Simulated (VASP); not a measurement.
A VASP calculation is set up with these files.

### POSCAR
```
Se
1.0
  4.6803148731   0.0000000000   0.0000000000
  0.0000000000   7.2645994962   0.0000000000
  0.0000000000   0.0000000000   2.6642911431
Se
4
Cartesian
  3.2206761557   2.8571327002   0.7202520574
  1.4596387174   4.4074667960   0.7202520574
  0.8805187191   0.7751670479   1.9440390857
  3.7997961540   6.4894324483   1.9440390857
```

KPOINTS:
```
K-points
0
gamma
 7 5 13
0 0 0
```

### INCAR
```
ISIF  =  2   # forces and stress, cell fixed
NELM  =  100
LORBIT  =  11
ISMEAR  =  -5   # tetrahedra, Bloechl
SYSTEM  =  Se
NEDOS  =  601   # DOS grid
LCHARG  =  T
ALGO  =  Normal   # blocked Davidson
ENCUT  =  400   # plane-wave cut-off (eV)
PREC  =  Accurate
LWAVE  =  F
LREAL  =  F   # projection in real space or not
LASPH  =  T   # aspherical one-centre terms
EDIFF  =  1E-7   # SCF stop (eV)
LMAXMIX  =  4   # l cut-off of mixed one-centre charges
```

POTCAR, in this order: Se (LDA.64 set). Program: vasp_std.

Problem. Translate this LDA calculation to Ansatz.

Solution. One equivalent input (not run):
Ansatz 0.2 input:
```yaml
crystal:
  lattice:
    - [4.6803149, 0.0000000, 0.0000000]
    - [0.0000000, 7.2645995, 0.0000000]
    - [0.0000000, 0.0000000, 2.6642911]
  atoms:
    - { symbol: Se, position: [0.6881324, 0.3932953, 0.2703353] }
    - { symbol: Se, position: [0.3118676, 0.6067047, 0.2703353] }
    - { symbol: Se, position: [0.1881324, 0.1067047, 0.7296647] }
    - { symbol: Se, position: [0.8118676, 0.8932953, 0.7296647] }
kpoints:
  mp_grid: { grid: [7, 5, 13] }
hamiltonian:
  xc: lda
  pseudopotentials: { kind: paw }
scf:
  occupations: { method: tetrahedron }
  max_iter: 100
output: { forces: true, stress: true, eigenvalues: true }
```
What does not carry over: each code has its own PAW files, so the cut-off isn't converted (ENCUT is set for VASP's; basis.ecutwfc is left out, and Ansatz then takes the one that its files recommend); Ansatz stops its SCF on the density residual and VASP on the energy change (EDIFF); Ansatz's lda is the Perdew-Wang form, while the LDA potentials of VASP carry Perdew-Zunger's.

The structure comes from a computed database's Se entry (P2_12_12); how it stands against other phases isn't given here. It was relaxed first, which changed the volume by -14 %.
